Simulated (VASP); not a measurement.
Consider the following.

```xyz
2
Lattice="0.0000 2.7238 2.7238 2.7238 0.0000 2.7238 2.7238 2.7238 0.0000" Properties=species:S:1:pos:R:3 pbc="T T T"
Mg     0.0000     0.0000     0.0000
Se     2.7238     2.7238     2.7238
```

Level of theory: PBEsol GGA, VASP's PBE PAW potentials (set 64) (plane waves; VASP). Numerical set-up: 480 eV cut-off, 8×8×8 Γ-centred mesh, Gaussian smearing of 0.050 eV, potentials Mg Se.

Energy and stress use the plane-wave basis of the starting cell.

The ions, cell shape and volume at an external pressure of 5.0 GPa are relaxed. Predict the relaxed structure.

```xyz
2
Lattice="0.0000 2.6642 2.6642 2.6642 0.0000 2.6642 2.6642 2.6642 0.0000" Properties=species:S:1:pos:R:3 pbc="T T T"
Mg     0.0000     0.0000     0.0000
Se     2.6642     2.6642     2.6642
```
Space group Fm-3m (225), at a tolerance of 0.03 Å.

How do energy and volume change from the first to the last step?

The energy (σ→0) changes by +19.2 meV/atom and the volume by -6.4 %, in 3 ionic steps.

```csv
step,E(σ→0) (eV),max force (eV/Å),pressure (GPa),volume (Å³)
1,-8.1058,0.000,0.02,40.42
2,-8.0302,0.000,7.34,36.85
3,-8.0674,0.000,5.01,37.82
```

The compound is MgSe in the rock salt structure. This run relaxes it under an external pressure of 5 GPa. Symmetry was kept, so distortions that lower it aren't found.
